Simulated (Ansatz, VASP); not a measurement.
# SrTiO3 in two plane-wave programs

One calculation is typed for both programs; each brings its own data sets. How far apart do they land? The structure shown is the end of the Ansatz relaxation below.

Method: plane waves, with VASP 6.6.1 beside it; single point at PBEsol, in Ansatz 0.2.0.

**1. The starting structure**

It takes space group P4/mmm (No. 123, tetragonal). Conventional cell: a = 3.901 Å, b = 3.901 Å, c = 3.852 Å, α = 90.00°, β = 90.00°, γ = 90.00°. Nearest to Sr lie 12 O at 2.74 to 2.76 Å. Nearest to Ti lie 6 O at 1.93 to 1.95 Å. Nearest to O lie 2 Ti at 1.93 Å and 4 Sr at 2.76 Å. O has 2 Ti at 1.95 Å and 4 Sr at 2.74 Å nearest. Farther neighbours and most contacts between anions are not listed.

**2. Ansatz: relaxation, PBEsol**

Ansatz runs on its PAW soft_1 files.

This run makes the geometry at which the two programs are then compared.

File input.yaml:

```yaml
crystal:
  lattice:
    - [3.9010733625, 0.0, 0.0]
    - [0.0, 3.9010733625, 0.0]
    - [0.0, 0.0, 3.85243155]
  atoms:
    - { symbol: Sr, position: [0.0, 0.0, 0.0] }
    - { symbol: Ti, position: [0.5, 0.5, 0.5] }
    - { symbol: O, position: [0.5, 0.5, 0.0] }
    - { symbol: O, position: [0.5, 0.0, 0.5] }
    - { symbol: O, position: [0.0, 0.5, 0.5] }
kpoints:
  mp_grid: { grid: [7, 7, 7] }
scf:
  occupations: { method: fermi_dirac, width: 0.02 }
hamiltonian:
  xc: pbesol
  pseudopotentials: { kind: paw, azcp: { folder: soft_1 }, xc_functional: pbe }
basis:
  ecutwfc: 600
output:
  forces: true
  stress: true
relax:
  f_tol: 0.005
  max_steps: 70
  cell: { stress_tol: 0.02, p_target: 0, fix: [c, alpha, beta, gamma] }
```

Launch:

```console
$ ansatz run input.yaml --threads 4 --pin off --max-ram 10240MiB --backend cpu --events-out ev --progress --plain --runs-dir out
```

Numbers of over 12 decimals in the logs are rounded to 6 here.

Log:

```text
Engine: ansatz 0.2.0, aarch64-unknown-linux-gnu
Pseudopotentials: kind: paw
Pseudopotential: Sr, paw, valence charge 10, recommended cutoff 420 eV (normal), soft_1/Sr.paw.azcp
Pseudopotential: Ti, paw, valence charge 12, recommended cutoff 420 eV (normal), soft_1/Ti.paw.azcp
Pseudopotential: O, paw, valence charge 6, recommended cutoff 420 eV (normal), soft_1/O.paw.azcp
Functional definition: PBEsol
  exchange = pbesol_x
  correlation = pbesol_c
Crystal: 5 atoms, lattice volume = 58.628 Å³
Basis set: ecut = 600 eV, 1935 PW (Γ), exchange–correlation on 64×64×64 points (8 copies of the dense FFT grid, shifted against one another)
Bands: 25, of which v1, the nominal top of the filled ones, is band 20 counted from 1 (19 counted from 0)
Symmetry: 16 space group operations
Space group: P4/mmm (ITA 123), of the structure as read, at distance tolerance 3.9e-5 Å
k-points: 40 of 343
Non-local potential: Sr, projectors of the file, l = 0: 3, l = 1: 2, l = 2: 2
Non-local potential: Ti, projectors of the file, l = 0: 3, l = 1: 2, l = 2: 3, l = 3: 1
Non-local potential: O, projectors of the file, l = 0: 2, l = 1: 2, l = 2: 1
PAW form: soft (Blöchl's): semilocal exchange-correlation on the pseudo side does not see the compensation charge
PAW frozen core: Sr, regenerated for the run's functional, and the local potential with it (the file was generated under x = pbe(κ = 0.804, μ = 0.219515), c = pbe(β = 0.066725))
PAW frozen core: Ti, regenerated for the run's functional, and the local potential with it (the file was generated under x = pbe(κ = 0.804, μ = 0.219515), c = pbe(β = 0.066725))
PAW frozen core: O, regenerated for the run's functional, and the local potential with it (the file was generated under x = pbe(κ = 0.804, μ = 0.219515), c = pbe(β = 0.066725))
PAW one-centre angular grid: Sr, 110 points (default); XC on 64 Gauss nodes
PAW one-centre angular grid: Ti, 590 points (default); XC on 64 Gauss nodes
PAW one-centre angular grid: O, 110 points (default); XC on 64 Gauss nodes
Initial density: superposition of atomic densities (chi_scale 0.1, normalization cell, long waves kept (reshape's long-wave potential 0.00 eV rms))
Initial wavefunctions: pseudopotential atomic-orbital guess
Functional: x = pbesol(κ = 0.804, μ = 0.123457), c = pbesol(β = 0.046)
SCF iter   1: F=—  HF=-7657.490988 eV  |F-HF|=—  |Δ(HF+E_count)|=         —  Δρ=5.22e-2  dr2=1.35e0  ethr=3.10e-3  ⟨swp⟩=7.6  Hψ=5203  notcnv=0
preconditioner: auto → Resta (q_TF=auto, 2.560 Å⁻¹)  ε∞=5.3  [insulator: Δε(μ)=2.100 eV  Ē_g=12.881 eV  σ=0.020 eV  W_gap=1.00  n_scr=18 (ndim 8)  ℏωp=26.6 eV  f_vac=0.000  D(μ)=0.00/eV (n_scr^D=0)  ε∞_Penn≈5.3]
SCF iter   2: F=—  HF=-7657.333170 eV  |F-HF|=—  |Δ(HF+E_count)|=   1.58e-1  Δρ=2.76e-2  dr2=4.76e-1  ethr=3.10e-3  ⟨swp⟩=2.1  Hψ=1484  notcnv=0  defer=40
SCF iter   3: F=—  HF=-7657.277963 eV  |F-HF|=—  |Δ(HF+E_count)|=   5.52e-2  Δρ=7.08e-3  dr2=1.82e-2  ethr=1.19e-3  ⟨swp⟩=2.4  Hψ=1894  notcnv=0  defer=40
SCF iter   4: F=—  HF=-7657.279862 eV  |F-HF|=—  |Δ(HF+E_count)|=   1.90e-3  Δρ=2.39e-3  dr2=1.98e-3  ethr=4.55e-5  ⟨swp⟩=2.3  Hψ=1603  notcnv=0  defer=40
SCF iter   5: F=—  HF=-7657.280647 eV  |F-HF|=—  |Δ(HF+E_count)|=   7.85e-4  Δρ=3.22e-4  dr2=5.38e-5  ethr=4.95e-6  ⟨swp⟩=2.0  Hψ=1846  notcnv=0  defer=40
SCF iter   6: F=—  HF=-7657.280721 eV  |F-HF|=—  |Δ(HF+E_count)|=   7.41e-5  Δρ=7.76e-5  dr2=4.27e-6  ethr=1.35e-7  ⟨swp⟩=2.0  Hψ=1679  notcnv=0  defer=40
SCF iter   7: F=—  HF=-7657.280723 eV  |F-HF|=—  |Δ(HF+E_count)|=   2.07e-6  Δρ=1.61e-5  dr2=1.95e-7  ethr=1.07e-8  ⟨swp⟩=2.6  Hψ=1762  notcnv=0  defer=40
SCF iter   8: F=-7657.280723 eV  HF=-7657.280723 eV  |F-HF|=4.17e-9  |Δ(HF+E_count)|=   4.24e-8  Δρ=4.51e-6  dr2=1.40e-8  ethr=2.50e-10  ⟨swp⟩=5.0  Hψ=3974  notcnv=0
SCF 1 converged in 8 iterations: F = -7657.280723 eV  dr2 = 1.40e-8
  greatest PAW one-centre occupation: 0.998 electrons in one spin orbital (limit 2), on the Ti atom at site 1 (counted from 0), in its partial waves of l = 0
relax step   1: F+E_penalty+E_count = -7657.28072276 eV  Δ(F+E_penalty+E_count) = +0.000e0 eV  max|allowed force component| = 1.281e-28 eV/Å  Δτ_max = 0.0000 Å  P = +1.001 GPa  Ω = 58.628 Å³  fix = [c, alpha, beta, gamma]  reactions: c +3.152 GPa  (8 SCF iters, dr2 threshold 1.00e-7 eV, accepted)
[...]
relax step   2: F+E_penalty+E_count = -7657.28072823 eV  Δ(F+E_penalty+E_count) = -5.469e-6 eV  max|allowed force component| = 4.497e-30 eV/Å  Δτ_max = 0.0000 Å  P = +1.047 GPa  Ω = 58.613 Å³  energy of the carried Pulay correction = +1.262e-6 eV  fix = [c, alpha, beta, gamma]  reactions: c +3.179 GPa  (6 SCF iters, dr2 threshold 1.39e-8 eV, accepted)
[...]
relax step   3: F+E_penalty+E_count = -7657.28072661 eV  Δ(F+E_penalty+E_count) = +1.619e-6 eV  max|allowed force component| = 4.812e-30 eV/Å  Δτ_max = 0.0000 Å  P = +1.047 GPa  Ω = 58.613 Å³  fix = [c, alpha, beta, gamma]  reactions: c +3.179 GPa  stress off target by 1.90e-2 GPa on what of the cell is left free  SCF on the basis re-selected at this cell (its energy is not comparable with the rows above)  (8 SCF iters)
basis re-selected at this cell: Δ(F+E_penalty+E_count) = +1.619e-6 eV, ΔP = -0.000 GPa vs the last step (what re-selecting the basis moved, of the pressure what is left beyond the Pulay correction that the steps carried, after the strain that the cell walked since its last selection, with what the two solves' SCF thresholds leave and, on support functions, any second-order correction that the steps lacked; it is no m [...]
SCF converged after 8 iterations
Free energy (F): -7657.280727 eV
Harris-Foulkes:  -7657.280727 eV  (|F-HF|=9.09e-13)
Internal energy: -7657.280727 eV  (E = F + TS)
E sigma→0 (E₀):  -7657.280727 eV
Fermi energy:    10.953520 eV
--- Per-component energies (eV) ---
  E_band       = -200.262781
  E_kinetic    = 1020.346305
  E_local      = -2432.480934  (includes V_loc(G=0)·N_el)
  E_nonlocal   = 450.931898
  E_hartree    = 840.642302
  E_xc         = -504.883865
  E_vxc        = -577.625938  (∫ρ·V_xc dr)
  E_paw        = -4125.735508  (= ΣΔE_a)
  E_vpaw       = -342.719262  (= ΣTr[D̂ρ^β])
  E_aug_tail   = 0.000580  (compensation charges beyond the density's cutoff)
  E_ewald      = -2906.481101
  E_core_change = 0.379596  (= ΣΔE_core)
  E_smearing   = -0.000000  (= −TS)
  E_closure    = -0.000000  (closes the sum)
  Σ components = -7657.280727   (vs F -7657.280727, Δ=0.00e0)
--- Forces (eV/Å), atoms counted from 1 ---
  atom   1  Sr     0.00000000    -0.00000000     0.00000000
  atom   2  Ti     0.00000000    -0.00000000     0.00000000
  atom   3  O      0.00000000    -0.00000000     0.00000000
  atom   4  O      0.00000000    -0.00000000     0.00000000
  atom   5  O     -0.00000000    -0.00000000     0.00000000
  max |Σ_I F_I| component: 1.01e-29 eV/Å
--- Stress (GPa, compression-positive) ---
       -0.019044      -0.000000       0.000000
       -0.000000      -0.019044      -0.000000
        0.000000      -0.000000       3.179089
  P = ⅓ Tr σ = 1.0470 GPa (10.470 kbar)
--- Relaxed structure (2 steps of the walk, 2 accepted, 1 SCFs on fresh bases) ---
  F+E_penalty+E_count = -7657.28072661 eV   max|allowed force component| = 4.812e-30 eV/Å   (the final SCF, on the basis selected at the relaxed cell)
  cell:  # Å, volume = 58.6133 Å³
    - [3.900594, 0, 0]
    - [0, 3.900594, 0]
    - [0, 0, 3.85243155]
  atoms:
    - { symbol: Sr, position: [0, 0, 0] }
    - { symbol: Ti, position: [0.5, 0.5, 0.5] }
    - { symbol: O, position: [0.5, 0.5, 0] }
    - { symbol: O, position: [0.5, 0, 0.5] }
    - { symbol: O, position: [0, 0.5, 0.5] }
```

The column dr2 measures how far the density is from self-consistency, as an energy; F and HF (Harris–Foulkes) agree once it is small.

**3. VASP: single point, PBEsol, pair 1**

The same cell, functional, mesh and smearing now go to VASP, with its own data sets.

Lines of VASP's logs that name or quote its potential files are left out, and so is its time.

File INCAR:

```
SYSTEM = SrTiO3
PREC = Accurate
ENCUT = 600
EDIFF = 1E-06
NELM = 120
ISMEAR = -1
SIGMA = 0.02
LREAL = .FALSE.
ALGO = Normal
GGA = PS
NBANDS = 26
LASPH = .TRUE.
LORBIT = 11
LWAVE = .FALSE.
LCHARG = .FALSE.
ISIF = 2
GGA_COMPAT = .FALSE.
EFERMI = MIDGAP
KPAR = 2
```

File POSCAR:

```
SrTiO3
1.0
    3.9005943003      0.0000000000      0.0000000000
    0.0000000000      3.9005943003      0.0000000000
    0.0000000000      0.0000000000      3.8524315500
Sr Ti O
1 1 3
Direct
    0.0000000000      0.0000000000      0.0000000000
    0.5000000000      0.5000000000      0.5000000000
    0.5000000000      0.5000000000      0.0000000000
    0.5000000000      0.0000000000      0.5000000000
    0.0000000000      0.5000000000      0.5000000000
```

File KPOINTS:

```
Automatic mesh
0
Gamma
7 7 7
0 0 0
```

Potentials, in the order of the species: Sr_sv, Ti_sv and O (PBE family, release 64).

Launch:

```console
$ mpirun -np 2 vasp_std
```

Log:

```text
[banner, memory and clock lines left out]
running    2 mpi-ranks, on    1 nodes
 distrk:  each k-point on    1 cores,    2 groups
 distr:  one band on    1 cores,    1 groups

 POSCAR found type information on POSCAR SrTiO
 POSCAR found :  3 types and       5 ions
|                                                                             |
|               ----> ADVICE to this user running VASP <----                  |
|                                                                             |
|     You enforced a specific xc type in the INCAR file but a different       |
|     [... a line on the potential file left out ...]
|     I HOPE YOU KNOW WHAT YOU ARE DOING!                                     |
|                                                                             |

 LDA part: xc-table for (Slater+PW92), standard interpolation
 POSCAR, INCAR and KPOINTS ok, starting setup
 FFT: planning ... GRIDC
 FFT: planning ... GRID_SOFT
 FFT: planning ... GRID
 WAVECAR not read
 entering main loop
       N       E                     dE             d eps       ncg     rms          rms(c)
DAV:   1     0.476480642116E+03    0.47648E+03   -0.23459E+04  2080   0.191E+03
DAV:   2     0.128347021811E+01   -0.47520E+03   -0.45874E+03  2362   0.499E+02
DAV:   3    -0.490497158637E+02   -0.50333E+02   -0.49267E+02  2892   0.153E+02
DAV:   4    -0.515149784881E+02   -0.24653E+01   -0.24615E+01  3080   0.297E+01
DAV:   5    -0.515822675758E+02   -0.67289E-01   -0.67254E-01  2926   0.419E+00    0.275E+01
DAV:   6    -0.420355403406E+02    0.95467E+01   -0.54884E+01  3092   0.689E+01    0.161E+01
DAV:   7    -0.420895908584E+02   -0.54051E-01   -0.76283E+00  2660   0.206E+01    0.114E+01
DAV:   8    -0.421219807008E+02   -0.32390E-01   -0.19096E+00  2572   0.145E+01    0.321E+00
DAV:   9    -0.420209251469E+02    0.10106E+00   -0.45809E-01  2618   0.709E+00    0.102E+00
DAV:  10    -0.420254398264E+02   -0.45147E-02   -0.15275E-01  2474   0.256E+00    0.930E-01
DAV:  11    -0.420141302108E+02    0.11310E-01   -0.50700E-02  3206   0.198E+00    0.158E-01
DAV:  12    -0.420140978522E+02    0.32359E-04   -0.22936E-03  2636   0.503E-01    0.101E-01
DAV:  13    -0.420140733651E+02    0.24487E-04   -0.62296E-04  3324   0.241E-01    0.515E-02
DAV:  14    -0.420140736484E+02   -0.28333E-06   -0.16872E-04  2630   0.167E-01    0.258E-02
DAV:  15    -0.420140678989E+02    0.57496E-05   -0.53107E-05  2752   0.772E-02    0.168E-02
DAV:  16    -0.420140674580E+02    0.44084E-06   -0.91465E-06  2526   0.321E-02
   1 F= -.42014067E+02 E0= -.42014067E+02  d E =-.481938E-22
```

Parts of OUTCAR (step 3):

```text
ion  position               nearest neighbor table
   1  0.000  0.000  0.000-   4 2.74   5 2.74   4 2.74   5 2.74   5 2.74   5 2.74   4 2.74   4 2.74
                             3 2.76   3 2.76   3 2.76   3 2.76   2 3.36   2 3.36   2 3.36   2 3.36
   2  0.500  0.500  0.500-   3 1.93   3 1.93   5 1.95   4 1.95   4 1.95   5 1.95   1 3.36   1 3.36
                             1 3.36   1 3.36   1 3.36   1 3.36   1 3.36   1 3.36
   3  0.500  0.500  0.000-   2 1.93   2 1.93   1 2.76   1 2.76   1 2.76   1 2.76
   4  0.500  0.000  0.500-   2 1.95   2 1.95   1 2.74   1 2.74   1 2.74   1 2.74
   5  0.000  0.500  0.500-   2 1.95   2 1.95   1 2.74   1 2.74   1 2.74   1 2.74

  LATTYP: Found a simple tetragonal cell.
 ALAT       =     3.9005943003
 C/A-ratio  =     0.9876524584

 Subroutine GETGRP returns: Found 16 space group operations
 (whereof 16 operations were pure point group operations)

The static configuration has the point symmetry D_4h.

 Found     40 irreducible k-points:

   k-points           NKPTS =     40   k-points in BZ     NKDIM =     40   number of bands    NBANDS=     26

   dimension x,y,z NGX =    32 NGY =   32 NGZ =   32
   dimension x,y,z NGXF=    64 NGYF=   64 NGZF=   64

   ENCUT  =  600.0 eV  44.10 Ry    6.64 a.u.   7.79  7.79  7.69*2*pi/ulx,y,z

   NELECT =      40.0000    total number of electrons

 k-points in reciprocal lattice and weights: Automatic mesh
   0.00000000  0.00000000  0.00000000       0.003
   0.14285714  0.00000000  0.00000000       0.012
   0.28571429  0.00000000  0.00000000       0.012
   0.42857143  0.00000000  0.00000000       0.012
   0.14285714  0.14285714  0.00000000       0.012
   0.28571429  0.14285714  0.00000000       0.023
   0.42857143  0.14285714  0.00000000       0.023
   0.28571429  0.28571429  0.00000000       0.012
   0.42857143  0.28571429  0.00000000       0.023
[...]
0.42857143  0.28571429  0.42857143       0.047
   0.42857143  0.42857143  0.42857143       0.023

 average (electrostatic) potential at core
       1 -34.1378       2 -76.0615       3 -69.4291       4 -69.3685       5 -69.3685

 E-fermi :   5.0282

 k-point     1 :       0.0000    0.0000    0.0000
  band No.  band energies     occupation
    ...
     16       2.9272      2.00000
     17       2.9715      2.00000
     18       3.8009      2.00000
     19       3.8009      2.00000
     20       3.8151      2.00000
     21       5.9682      0.00000
     22       5.9911      0.00000
     23       5.9911      0.00000
     24       8.5506      0.00000
     25       8.6460      0.00000
    ...

 k-point     2 :       0.1429    0.0000    0.0000
  band No.  band energies     occupation
    ...
     16       2.7043      2.00000
     17       2.7410      2.00000
     18       3.1908      2.00000
     19       3.6789      2.00000
     20       3.6913      2.00000
     21       6.0236      0.00000
     22       6.4300      0.00000
     23       6.4488      0.00000
     24       8.6275      0.00000
     25       9.1720      0.00000
    ...

 k-point     3 :       0.2857    0.0000    0.0000
  band No.  band energies     occupation
    ...
     16       2.1935      2.00000
     17       2.2143      2.00000
     18       2.3723      2.00000
     19       3.5240      2.00000
     20       3.5282      2.00000
     21       6.0987      0.00000
     22       7.2809      0.00000
     23       7.2918      0.00000
     24       8.6407      0.00000
     25      10.1336      0.00000
    ...

  Total        0.1722932      0.1722932      1.3532612      0.0000000     -0.0000000      0.0000000
  in kB        4.7095817      4.7095817     36.9909695      0.0000000     -0.0000000      0.0000000
  external PRESSURE =      15.4700443 kB  Pullay stress =       0.0000000 kB

  energy-cutoff  :      600.00
  volume of cell :       58.61
      direct lattice vectors                 reciprocal lattice vectors
     3.900594300  0.000000000  0.000000000     0.256371189  0.000000000  0.000000000
     0.000000000  3.900594300  0.000000000     0.000000000  0.256371189  0.000000000
     0.000000000  0.000000000  3.852431550     0.000000000  0.000000000  0.259576319

 POSITION                                       TOTAL-FORCE (eV/Angst)
 -----------------------------------------------------------------------------------
      0.00000      0.00000      0.00000         0.000000      0.000000      0.000000
      1.95030      1.95030      1.92622         0.000000      0.000000      0.000000
      1.95030      1.95030      0.00000         0.000000      0.000000      0.000000
      1.95030      0.00000      1.92622         0.000000      0.000000      0.000000
      0.00000      1.95030      1.92622         0.000000      0.000000      0.000000
 -----------------------------------------------------------------------------------
    total drift:                                0.000000     -0.000000     -0.000000

  FREE ENERGIE OF THE ION-ELECTRON SYSTEM (eV)
  ---------------------------------------------------
  free  energy   TOTEN  =       -42.0140674580 eV

  energy  without entropy=      -42.0140674580  energy(sigma->0) =      -42.01406746

 total charge
# of ion       s       p       d       tot
------------------------------------------
    1        1.998   5.764   0.212   7.973
    2        2.239   6.339   1.794  10.372
    3        1.558   3.486   0.000   5.045
    4        1.556   3.479   0.000   5.035
    5        1.556   3.479   0.000   5.035
--------------------------------------------------
tot          8.907  22.547   2.006  33.459

[... 3 further parts left out ...]
```

The run ends at a pressure of 1.55 GPa.

**4. Comparison**

Known differences besides the potentials themselves: Ansatz makes its cores anew for this functional, VASP keeps those of its PBE data sets; Ansatz's pressure holds a Pulay correction, VASP's none. Total energies have different zeros and are not compared.

Compared:

```csv
quantity,Ansatz,VASP,difference
pressure (GPa),1.05,1.55,-0.50
gap on the k mesh (eV),1.918,1.880,+0.038
```

A gap on the mesh is an upper bound, since the band edges may lie between its points.

**5. Ansatz: relaxation, PBEsol**

This run makes the geometry at which the two programs are then compared. The cell compared in this pair holds 58.30 Å³, against 58.61 Å³ for the pair before.

The structure compared here is the end of the Ansatz relaxation.

Edit input.yaml of step 2 so:

```diff
@@ -2,5 +2,5 @@
   lattice:
-    - [3.9010733625, 0.0, 0.0]
-    - [0.0, 3.9010733625, 0.0]
-    - [0.0, 0.0, 3.85243155]
+    - [3.910801725, 0.0, 0.0]
+    - [0.0, 3.910801725, 0.0]
+    - [0.0, 0.0, 3.8135181]
   atoms:
```

Launch:

```console
$ ansatz run input.yaml --threads 4 --pin off --max-ram 10240MiB --backend cpu --events-out ev --progress --plain --runs-dir out
```

Log:

```text
[...]
Crystal: 5 atoms, lattice volume = 58.325 Å³
Basis set: ecut = 600 eV, 1927 PW (Γ), exchange–correlation on 64×64×64 points (8 copies of the dense FFT grid, shifted against one another)
Bands: 25, of which v1, the nominal top of the filled ones, is band 20 counted from 1 (19 counted from 0)
Symmetry: 16 space group operations
[...]
k-points: 40 of 343
[...]
P = ⅓ Tr σ = 2.2358 GPa (22.358 kbar)
--- Relaxed structure (3 steps of the walk, 3 accepted, 1 SCFs on fresh bases) ---
[...]
cell:  # Å, volume = 58.2956 Å³
    - [3.909805, 0, 0.0]
    - [0, 3.909805, 0.0]
    - [0.0, 0.0, 3.8135181]
  atoms:
    - { symbol: Sr, position: [0, 0, 0.0] }
    - { symbol: Ti, position: [0.5, 0.5, 0.5] }
    - { symbol: O, position: [0.5, 0.5, 0.0] }
    - { symbol: O, position: [0.5, 0, 0.5] }
    - { symbol: O, position: [0, 0.5, 0.5] }
[key lines of the parts left out:]
SCF converged after 9 iterations
Free energy (F): -7657.262502 eV
Fermi energy:    11.033024 eV
```

(Continued in part 2 of 2.)

[Lines on the potential files, build, host, timing and source positions are cut from VASP's logs without a mark.]

[Logs are printed without paths, hosts, clocks, repeated set-up lines and the standing remarks that a program may print on its own settings, such as how far it seeks lower states.]

[Hosts, paths, dates, database ids (printed as entryN), source tags and the programs' standing remarks are cut or masked in the printed files.]
